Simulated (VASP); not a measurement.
# CdAg2 (P1) in VASP: single point with r2SCAN

Aim: the single point of CdAg2 with r2SCAN.

Program: VASP 6.6.1. These are calculated values, not measurements. Logs are shortened: lines on timing, memory, paths and dates and some standing lists are left out, and cuts for length are marked.

## Step 1: Starting point

The typed cell holds 3 atoms: a = 4.705 Å, b = 4.726 Å, c = 3.276 Å, α = 90.10°, β = 89.93°, γ = 60.27°.

The cell was built by a generator and needn't be a form met in nature.

## Step 2: Single point, r2SCAN

Contents of POSCAR:

```
CdAg2
1.0
    2.3566707800      4.0721615000      0.0030596100
   -2.3776732600      4.0842865400     -0.0040423400
    0.0049246200     -0.0003929000      3.2761429500
Cd Ag
1 2
Direct
    0.9792500000      0.0528730000      0.9551140000
    0.3334960000      0.3454730000      0.5123370000
    0.6872390000      0.6759620000      0.5008330000
```

Contents of INCAR.step1:

```
SYSTEM = CdAg2
ALGO = Normal ; EDIFF = 1E-4
ENCUT = 520 ; GGA = PE
ISMEAR = -1 ; LASPH = .True.
LCHARG = .False. ; LREAL = .False.
LWAVE = .True. ; NBANDS = 24
NELM = 100 ; PREC = Accurate
SIGMA = 0.1
```

Contents of INCAR.step2:

```
SYSTEM = CdAg2
ALGO = Normal ; EDIFF = 1E-7
ENCUT = 520 ; ISIF = 2
ISMEAR = -1 ; ISTART = 1
LASPH = .True. ; LCHARG = .False.
LMIXTAU = .True. ; LREAL = .False.
LWAVE = .False. ; METAGGA = R2SCAN
NBANDS = 24 ; NELM = 100
PREC = Accurate ; SIGMA = 0.1
```

Contents of KPOINTS:

```
Automatic mesh
0
Gamma
  5 5 6
  0.5 0.5 0
```

Potentials or basis: VASP PAW PBE potentials, release 64 (Cd, Ag).

Command:

```
cat potpaw_PBE.64/Cd/POTCAR potpaw_PBE.64/Ag/POTCAR > POTCAR
cp INCAR.step1 INCAR
mpirun -np 1 vasp_std > vasp.out
cp INCAR.step2 INCAR
mpirun -np 1 vasp_std > vasp.out
```

OUTCAR:

```text
SYSTEM = CdAg2
   EDIFF = 1E-7
   ENCUT = 520
   ISIF = 2
   ISMEAR = -1
   ISTART = 1
   LASPH = .True.
   LREAL = .False.
   METAGGA = R2SCAN
   NELM = 100
   PREC = Accurate

 ion  position               nearest neighbor table
   1  0.979  0.053  0.955-   3 2.96   2 3.01   2 3.02   3 3.11   3 3.12   2 3.21   2 3.21   2 3.24
                             3 3.25   3 3.27   3 3.41   2 3.43
   2  0.333  0.345  0.512-   3 2.64   3 2.75   3 2.79   1 3.01   1 3.02   1 3.21   1 3.21   1 3.24
                             1 3.43
   3  0.687  0.676  0.501-   2 2.64   2 2.75   2 2.79   1 2.96   1 3.11   1 3.12   1 3.25   1 3.27
                             1 3.41

  LATTYP: Found a triclinic cell.
 ALAT       =     5.7550842150
 B/A-ratio  =     1.4172642545
 C/A-ratio  =     0.5692612918
 COS(alpha) =     0.0002442822
 COS(beta)  =     0.5706698223
 COS(gamma) =     0.7108838008

  Lattice vectors:

 A1 = (  -2.3825978800,   4.0846794400,  -3.2801852900)
 A2 = (  -0.0210024800,   8.1564480400,  -0.0009827300)
 A3 = (  -0.0049246200,   0.0003929000,  -3.2761429500)

Analysis of symmetry for initial positions (statically):
=====================================================================
 Subroutine PRICEL returns:
 Original cell was already a primitive cell.

 Routine SETGRP: Setting up the symmetry group for a
 triclinic supercell.

 Subroutine GETGRP returns: Found  1 space group operations
 (whereof  1 operations were pure point group operations)
 out of a pool of  2 trial point group operations.

The static configuration has the point symmetry C_1 .

Analysis of symmetry for dynamics (positions and initial velocities):
=====================================================================
 Subroutine PRICEL returns:
 Original cell was already a primitive cell.

 Routine SETGRP: Setting up the symmetry group for a
 triclinic supercell.

 Subroutine GETGRP returns: Found  1 space group operations
 (whereof  1 operations were pure point group operations)
 out of a pool of  2 trial point group operations.

The dynamic configuration has the point symmetry C_1 .

 Subroutine INISYM returns: Found  1 space group operations
 (whereof  1 operations are pure point group operations),
 and found     1 'primitive' translations

----------------------------------------------------------------------------------------

[... 85 lines left out ...]
   PREC   = accura    normal or accurate (medium, high low for compatibility)
   ISTART =      1    job   : 0-new  1-cont  2-samecut
   ICHARG =      0    charge: 1-file 2-atom 10-const
   ISPIN  =      1    spin polarized calculation?
   LNONCOLLINEAR =      F non collinear calculations
   LSORBIT =      F    spin-orbit coupling
   LASPH  =      T    aspherical Exc in radial PAW
   ENCUT  =  520.0 eV  38.22 Ry    6.18 a.u.   8.75  8.79  6.09*2*pi/ulx,y,z
   NELM   =    100;   NELMIN=  2; NELMDL=  0     # of ELM steps
   EDIFF  = 0.1E-06   stopping-criterion for ELM
   LREAL  =      F    real-space projection
   EDIFFG = 0.1E-05   stopping-criterion for IOM
   NSW    =      0    number of steps for IOM
   IBRION =     -1    ionic relax: 0-MD 1-quasi-New 2-CG
   NFREE  =      0    steps in history (QN), initial steepest desc. (CG)
   ISIF   =      2    stress and relaxation
   ISYM   =      2    0-nonsym 1-usesym 2-fastsym
   POTIM  = 0.5000    time-step for ionic-motion
   TEBEG  =    0.0;   TEEND  =   0.0 temperature during run
   PSTRESS=    0.0 pullay stress
   NELECT =      34.0000    total number of electrons
   NUPDOWN=      -1.0000    fix difference up-down
   EMIN   =  10.00;   EMAX   =-10.00  energy-range for DOS
   EFERMI =   0.00;   METHOD = LEGACY
   ISMEAR =    -1;   SIGMA  =   0.10  broadening in eV -4-tet -1-fermi 0-gaus
   EFERMI_NEDOS =   21; number of points for ismear=-14 and -15
   IALGO  =     38    algorithm
   IMIX   =      4    mixing-type and parameters
     AMIX     =   0.40;   BMIX     =  1.00
     AMIX_MAG =   1.60;   BMIX_MAG =  1.00
  volume/ion in A,a.u.               =      21.08       142.29
  Fermi-wavevector in a.u.,A,eV,Ry     =   1.331081  2.515378 24.106487  1.771777
  Thomas-Fermi vector in A             =   2.460119
   LORBIT       =      0    0 simple, 1 ext, 2 COOP (PROOUT), +10 PAW based schemes
   METAGGA = R2SCAN    functional components
   LHFCALC =     F    Hartree Fock is set to
   AEXX    =    0.0000 exact exchange contribution
   IVDW    =     0    specifies the selected vdW correction
   LEPSILON=     F    determine dielectric tensor
   LRPA    =     F    only Hartree local field effects (RPA)
 non-spin polarized calculation
  energy-cutoff  :      520.00
  volume of cell :       63.25
 maximum number of plane-waves:      1719
   NGX = 17   NGY = 17   NGZ = 13

 number of electron      34.0000000 magnetization

 Free energy of the ion-electron system (eV)
  ---------------------------------------------------
  ext. energy  EPLUGINS =         0.00000000
  ---------------------------------------------------
  free energy    TOTEN  =       -62.49173491 eV

  energy without entropy =      -62.46595799  energy(sigma->0) =      -62.47884645

 E-fermi :   5.0180     XC(G=0): -11.6966

 val. band max:        4.9802544220   @ k =   0.1000   0.5000   0.1667
 cond. band min:       5.0241859756   @ k =   0.5000   0.5000   0.5000
 fundamental gap:      0.0439315535
 Fermi energy:         5.0179757644

 k-point     1 :       0.1000    0.1000   -0.0000
  band No.  band energies     occupation
      1      -4.4095      2.00000
      2      -4.0980      2.00000
      3      -4.0900      2.00000
      4      -3.9179      2.00000
      5      -3.9024      2.00000
      6      -2.5666      2.00000
[... 637 lines left out ...]
     23      15.6620      0.00000
     24      16.3982      0.00000

 [... further k-points ...]
[... 5 lines left out ...]
  --------------------------------------------------------------------------------------
  -------------------------------------------------------------------------------------
  Total       -0.6145617     -1.5005784     -4.0872895      0.3876957     -0.0526484      0.1598148
  in kB      -15.5663278    -38.0083819   -103.5275880      9.8200053     -1.3335390      4.0479742
  external PRESSURE =     -52.3674326 kB  Pullay stress =       0.0000000 kB

 VOLUME and BASIS-vectors are now :
 -----------------------------------------------------------------------------
  energy-cutoff  :      520.00
  volume of cell :       63.25
      direct lattice vectors                 reciprocal lattice vectors
     2.356670780  4.072161500  0.003059610     0.211538348  0.123147052 -0.000303211
    -2.377673260  4.084286540 -0.004042340    -0.210910397  0.122059342  0.000331674
     0.004924620 -0.000392900  3.276142950    -0.000457793  0.000035598  0.305237678

 POSITION                                       TOTAL-FORCE (eV/Angst)
 -----------------------------------------------------------------------------------
      2.18676      4.20324      3.13187         0.168444     -0.090764      0.131534
     -0.03296      2.76886      1.67811         0.264562      0.281953     -0.048994
      0.01485      5.55917      1.64017        -0.433006     -0.191190     -0.082540
 -----------------------------------------------------------------------------------
    total drift:                                0.000340      0.000466     -0.000628

  FREE ENERGIE OF THE ION-ELECTRON SYSTEM (eV)
  ---------------------------------------------------
  free  energy   TOTEN  =       -62.4917349114 eV

  energy  without entropy=      -62.4659579861  energy(sigma->0) =      -62.47884645
```

Run time: 3.7 min. Hardware: 1 thread of Intel Xeon Platinum 8259CL at 2.50GHz (Skylake/Cascade Lake), shared host; peak memory 0.25 GiB.

Results:

| Property | Result |
| --- | --- |
| Free energy | -62.4917 eV |
| Pressure | -5.2 GPa |
| Largest force | 0.480 eV/Å |
| Band gap on the k mesh | none (metal or under the smearing width) |

Forces on the atoms (eV/Å):
```
Cd   0.168 -0.091  0.132
Ag   0.265  0.282 -0.049
Ag  -0.433 -0.191 -0.083
```

Levels at points of the mesh, in eV from the Fermi level:
| k point | band 14 | band 15 | band 16 | band 17 | band 18 | band 19 | band 20 | band 21 |
| --- | --- | --- | --- | --- | --- | --- | --- | --- |
| (0.50, 0.50, 0.00) | -4.12 | -3.83 | -3.77 | -3.05 | -0.11 | 2.59 | 10.41 | 10.78 |
| (0.50, 0.50, 0.50) | -3.81 | -3.52 | -1.04 | 0.01 | 0.60 | 0.76 | 4.09 | 4.67 |

Caveat: the PAW data sets were made with another functional, which shifts forces and pressure a little.
